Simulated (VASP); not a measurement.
# NaSc (P-6m2) in VASP: equation of state, part 2 of 2

VASP 6.6.1. The steps go on from the part before.

## Step 3: Equation of state, PBE, 26.97 Å³/atom (volume scaled by 0.96)

INCAR

```
  ALGO = Normal
  EDIFF = 1E-7
  ENCUT = 520
  GGA = PE
  ISIF = 2
  ISMEAR = -1
  LASPH = T
  LCHARG = F
  LREAL = F
  LWAVE = F
  NBANDS = 16
  NELM = 60
  PREC = Accurate
  SIGMA = 0.05
```

KPOINTS

```
k-points
0
Gamma
  9 9 5
```

POSCAR

```
NaSc
1.0
    3.2178444606      0.0000000000      0.0000000000
   -1.6089172979      2.7867308604      0.0000000000
    0.0000000000      0.0000000000      6.0152984111
Na Sc
1 1
Direct
    0.0000000000      0.0000000000      0.5000000000
    0.3333300000      0.6666700000      0.0000000000
```

Potentials or basis: VASP PAW PBE potentials, release 64 (Na_pv, Sc_sv).

Command:

```sh
$ cat potpaw_PBE.64/Na_pv/POTCAR potpaw_PBE.64/Sc_sv/POTCAR > POTCAR
$ mpirun -np 1 vasp_std > vasp.out
```

It took 96 s on 1 thread of AMD EPYC, shared host; peak memory 0.18 GiB.

Results (log left out):

```
Free energy            : -6.8604 eV
Pressure               : 1.1 GPa
Band gap on the k mesh : none (metal or under the smearing width)
```

## Step 4: Equation of state, PBE, 27.53 Å³/atom (volume scaled by 0.98)

INCAR

```
SYSTEM = NaSc
ALGO = Normal
EDIFF = 1E-7
ENCUT = 520
GGA = PE
ISIF = 2
ISMEAR = -1
LASPH = .True.
LCHARG = .False.
LREAL = .False.
LWAVE = .False.
NBANDS = 16
NELM = 80
PREC = Accurate
SIGMA = 0.05
```

KPOINTS

```
k-points
0
Gamma
  9 9 5
  0 0 0
```

POSCAR

```
NaSc
1.0
    3.2400371927      0.0000000000      0.0000000000
   -1.6200136299      2.8059503012      0.0000000000
    0.0000000000      0.0000000000      6.0567845387
Na Sc
1 1
Direct
    0.0000000000      0.0000000000      0.5000000000
    0.3333300000      0.6666700000      0.0000000000
```

Command:

```sh
$ cat potpaw_PBE.64/Na_pv/POTCAR potpaw_PBE.64/Sc_sv/POTCAR > POTCAR
$ mpirun -np 1 vasp_std > vasp.out
```

It took 92 s on 1 thread of AMD EPYC, shared host; peak memory 0.17 GiB.

Results (log left out):

```yaml
Free_energy: -6.8660 eV
Pressure: 0.5 GPa
Band_gap_on_the_k_mesh: none (metal or under the smearing width)
```

## Step 5: Equation of state, PBE, 28.66 Å³/atom (volume scaled by 1.02)

INCAR

```
SYSTEM = NaSc
PREC = Accurate
ENCUT = 520
EDIFF = 1E-7
ISMEAR = -1
SIGMA = 0.05
LREAL = .False.
LASPH = .True.
NELM = 100
ALGO = Normal
ISIF = 2
LWAVE = .False.
LCHARG = .False.
GGA = PE
NBANDS = 16
```

KPOINTS

```
Automatic mesh
0
Gamma
  9 9 5
  0 0 0
```

POSCAR

```
NaSc
1.0
    3.2835328150      0.0000000000      0.0000000000
   -1.6417613744      2.8436185585      0.0000000000
    0.0000000000      0.0000000000      6.1380933623
Na Sc
1 1
Direct
    0.0000000000      0.0000000000      0.5000000000
    0.3333300000      0.6666700000      0.0000000000
```

Command:

```sh
$ cat potpaw_PBE.64/Na_pv/POTCAR potpaw_PBE.64/Sc_sv/POTCAR > POTCAR
$ mpirun -np 1 vasp_std > vasp.out
```

It took 96 s on 1 thread of AMD EPYC, shared host; peak memory 0.18 GiB.

It converged, with:

| Quantity | Value |
| --- | --- |
| Free energy | -6.8661 eV |
| Pressure | -0.5 GPa |
| Band gap on the k mesh | none (metal or under the smearing width) |

## Step 6: Equation of state, PBE, 29.22 Å³/atom (volume scaled by 1.04)

INCAR

```
PREC = Accurate ; ENCUT = 520
EDIFF = 1E-7 ; ISMEAR = -1
SIGMA = 0.05 ; LREAL = F
LASPH = T ; NELM = 100
ALGO = Normal ; ISIF = 2
LWAVE = F ; LCHARG = F
GGA = PE ; NBANDS = 16
```

KPOINTS

```
Automatic mesh
0
Gamma
  9 9 5
```

POSCAR

```
NaSc
1.0
    3.3048550541      0.0000000000      0.0000000000
   -1.6524224613      2.8620841314      0.0000000000
    0.0000000000      0.0000000000      6.1779522283
Na Sc
1 1
Direct
    0.0000000000      0.0000000000      0.5000000000
    0.3333300000      0.6666700000      0.0000000000
```

Potentials or basis: VASP PAW PBE potentials, release 64 (Na_pv, Sc_sv).

Command:

```sh
$ cat potpaw_PBE.64/Na_pv/POTCAR potpaw_PBE.64/Sc_sv/POTCAR > POTCAR
$ mpirun -np 1 vasp_std > vasp.out
```

OUTCAR:

```text
PREC = Accurate
   ENCUT = 520
   EDIFF = 1E-7
   ISMEAR = -1
   LREAL = F
   LASPH = T
   NELM = 100
   ISIF = 2
   GGA = PE

 Found     75 irreducible k-points:

 Following reciprocal coordinates:
            Coordinates               Weight
  0.000000  0.000000  0.000000      1.000000
  0.111111 -0.000000  0.000000      4.000000
 -0.111111  0.111111  0.000000      2.000000
  0.222222 -0.000000  0.000000      4.000000
 -0.222222  0.222222  0.000000      2.000000
  0.333333  0.000000  0.000000      4.000000
   k-points           NKPTS =     75   k-points in BZ     NKDIM =     75   number of bands    NBANDS=     16
   number of dos      NEDOS =    301   number of ions     NIONS =      2
   total plane-waves  NPLWV =  37632
   dimension x,y,z NGX =    28 NGY =   28 NGZ =   48
   dimension x,y,z NGXF=    56 NGYF=   56 NGZF=   96
   ions per type =               1   1
   NGX,Y,Z   is equivalent  to a cutoff of  14.08, 14.09, 12.92 a.u.
   NGXF,Y,Z  is equivalent  to a cutoff of  28.17, 28.17, 25.83 a.u.
 SYSTEM =  unknown system
   PREC   = accura    normal or accurate (medium, high low for compatibility)
   ISTART =      0    job   : 0-new  1-cont  2-samecut
   ICHARG =      2    charge: 1-file 2-atom 10-const
   ISPIN  =      1    spin polarized calculation?
   LNONCOLLINEAR =      F non collinear calculations
[... 56 lines left out ...]
 cond. band min:       1.8608263563   @ k =  -0.2222   0.4444   0.0000
 fundamental gap:      0.0022799129
 Fermi energy:         1.8600519975

 k-point     1 :       0.0000    0.0000    0.0000
  band No.  band energies     occupation
      1     -48.1936      2.00000
      2     -26.8572      2.00000
      3     -26.6451      2.00000
      4     -26.6451      2.00000
      5     -22.4080      2.00000
      6     -22.4080      2.00000
[... 91 lines left out ...]
      3     -26.8296      2.00000
      4     -26.6909      2.00000
      5     -22.4784      2.00000
      6     -22.4241      2.00000
[... 8 lines left out ...]
     15       5.4900      0.00000
     16       7.5119      0.00000

 [... further k-points ...]

------------------------ aborting loop because EDIFF is reached ----------------------------------------

  FORCE on cell =-STRESS in cart. coord.  units (eV):
  Direction    XX          YY          ZZ          XY          YZ          ZX
  --------------------------------------------------------------------------------------
  -------------------------------------------------------------------------------------
  Total       -0.3521552     -0.3521825     -0.3261057     -0.0000252      0.0000000      0.0000000
  in kB       -9.6552893     -9.6560377     -8.9410722     -0.0006903      0.0000000      0.0000000
  external PRESSURE =      -9.4174664 kB  Pullay stress =       0.0000000 kB

 VOLUME and BASIS-vectors are now :
 -----------------------------------------------------------------------------
  energy-cutoff  :      520.00
  volume of cell :       58.44
      direct lattice vectors                 reciprocal lattice vectors
     3.304855054  0.000000000  0.000000000     0.302585131  0.174697334  0.000000000
    -1.652422461  2.862084131  0.000000000     0.000000000  0.349395739  0.000000000
     0.000000000  0.000000000  6.177952228     0.000000000  0.000000000  0.161865933

 POSITION                                       TOTAL-FORCE (eV/Angst)
 -----------------------------------------------------------------------------------
      0.00000      0.00000      3.08898        -0.000003      0.000002      0.000000
     -0.00001      1.90807      0.00000         0.000003     -0.000002      0.000000
 -----------------------------------------------------------------------------------
    total drift:                               -0.000006     -0.000008      0.000000

  FREE ENERGIE OF THE ION-ELECTRON SYSTEM (eV)
  ---------------------------------------------------
  free  energy   TOTEN  =        -6.8612098946 eV

  energy  without entropy=       -6.8330233164  energy(sigma->0) =       -6.84711661
```

OSZICAR:

```text
N       E                     dE             d eps       ncg     rms          rms(c)
DAV:   1     0.188994210889E+03    0.18899E+03   -0.95491E+03  2464   0.117E+03
DAV:   2    -0.144427383039E+01   -0.19044E+03   -0.18798E+03  2400   0.373E+02
DAV:   3    -0.752687912580E+01   -0.60826E+01   -0.60300E+01  3408   0.847E+01
DAV:   4    -0.767443871853E+01   -0.14756E+00   -0.14750E+00  2712   0.142E+01
DAV:   5    -0.768018137743E+01   -0.57427E-02   -0.57423E-02  3704   0.276E+00    0.471E+00
DAV:   6    -0.694520754321E+01    0.73497E+00   -0.31762E+00  3128   0.132E+01    0.125E+00
DAV:   7    -0.688337649112E+01    0.61831E-01   -0.11169E-01  3080   0.207E+00    0.724E-01
DAV:   8    -0.686211216769E+01    0.21264E-01   -0.41119E-02  3800   0.148E+00    0.283E-01
DAV:   9    -0.686128272735E+01    0.82944E-03   -0.42419E-03  3464   0.719E-01    0.518E-02
DAV:  10    -0.686122988052E+01    0.52847E-04   -0.96599E-04  3536   0.244E-01    0.280E-02
DAV:  11    -0.686121415747E+01    0.15723E-04   -0.19403E-04  3272   0.110E-01    0.124E-02
DAV:  12    -0.686121036043E+01    0.37970E-05   -0.36428E-05  3248   0.485E-02    0.330E-03
DAV:  13    -0.686120992750E+01    0.43293E-06   -0.13747E-06  3384   0.104E-02    0.689E-04
DAV:  14    -0.686120989455E+01    0.32948E-07   -0.58375E-08  1344   0.227E-03
   1 F= -.68612099E+01 E0= -.68471166E+01  d E =-.281866E-01
```

stdout:

```text
POSCAR found type information on POSCAR NaSc
 POSCAR found :  2 types and       2 ions
 scaLAPACK will be used
 LDA part: xc-table for (Slater+PW92), standard interpolation
 POSCAR, INCAR and KPOINTS ok, starting setup
 FFT: planning ... GRIDC
 FFT: planning ... GRID_SOFT
 FFT: planning ... GRID
 WAVECAR not read
 entering main loop
```

Wall time 2 min (1 thread of AMD EPYC, shared host); peak memory 0.19 GiB.

What came out:

- Free energy: -6.8612 eV
- Pressure: -0.9 GPa
- Band gap on the k mesh: none (metal or under the smearing width)

## Step 7: Equation of state, PBE, 29.78 Å³/atom (volume scaled by 1.06)

INCAR

```
  PREC = Accurate
  ENCUT = 520
  EDIFF = 1E-7
  ISMEAR = -1
  SIGMA = 0.05
  LREAL = F
  LASPH = T
  NELM = 60
  ALGO = Normal
  ISIF = 2
  LWAVE = F
  LCHARG = F
  GGA = PE
  NBANDS = 16
```

KPOINTS

```
regular mesh
0
Gamma
  9 9 5
```

POSCAR

```
NaSc
1.0
    3.3259056538      0.0000000000      0.0000000000
   -1.6629477289      2.8803144582      0.0000000000
    0.0000000000      0.0000000000      6.2173033034
Na Sc
1 1
Direct
    0.0000000000      0.0000000000      0.5000000000
    0.3333300000      0.6666700000      0.0000000000
```

Command:

```sh
$ cat potpaw_PBE.64/Na_pv/POTCAR potpaw_PBE.64/Sc_sv/POTCAR > POTCAR
$ mpirun -np 1 vasp_std > vasp.out
```

Run time: 2 min. Hardware: 1 thread of AMD EPYC, shared host; peak memory 0.19 GiB.

It converged, with:

| Property | Result |
| --- | --- |
| Free energy | -6.8534 eV |
| Pressure | -1.3 GPa |
| Band gap on the k mesh | none (metal or under the smearing width) |

## Step 8: Equation of state, PBE

Potentials or basis: VASP PAW PBE potentials, release 64 (Na_pv, Sc_sv).

This step only gathers the single runs of the series.

Results:

```yaml
Equilibrium_volume: 28.09 Å³/atom
Bulk_modulus_at_fixed_shape_and_positions: 25 GPa
Pressure_derivative_of_the_bulk_modulus: 3.4
```

Energy against volume, from the lowest point:
| volume (Å³/atom) | energy (meV/atom) |
| --- | --- |
| 26.409 | 8.59 |
| 26.970 | 3.70 |
| 27.532 | 0.90 |
| 28.094 | 0.00 |
| 28.656 | 0.85 |
| 29.218 | 3.29 |
| 29.780 | 7.20 |

Caveat: the cell was scaled at fixed shape and fractional positions, which overstates the stiffness of a crystal with free parameters, most of all of layers and chains.
